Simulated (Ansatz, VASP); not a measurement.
# One calculation of Be2B3, two programs

```
Be B
1.0
     2.07802   -3.24056    0.00000
     2.07802    3.24056    0.00000
     0.00000    0.00000    2.83993
Be B
2 3
Direct
  0.72997 0.27003 0.50000
  0.27003 0.72997 0.50000
  0.50000 0.50000 0.00000
  0.78720 0.78720 0.50000
  0.21280 0.21280 0.50000
```

Alike in both runs: functional PBE; k mesh 10 × 10 × 14; occupations gaussian, width 0.1 eV; no spin polarisation.

Ansatz relaxed the structure, and its values are those at the end. VASP's run is a single point on that final structure, the one shown.

|  | VASP | Ansatz |
| --- | --- | --- |
| version | VASP 6.6.1 | Ansatz 0.2.0 |
| potentials or method | VASP PAW PBE potentials, release 64 (Be, B) | scalar-relativistic, plane waves, PAW |
| plane-wave cutoff (eV) | 520 | 420 |
| valence electrons in the cell | 13 | 13 |

```csv
,VASP,Ansatz,Ansatz less VASP
gap on the k mesh at the Fermi level (eV),none,none,-
pressure (GPa),0.1,0.0,-0.11
rms of the force components (eV/Å),0.004,0.000,-0.0043
```

A gap of «none» marks a metal or a gap that the smearing closes.
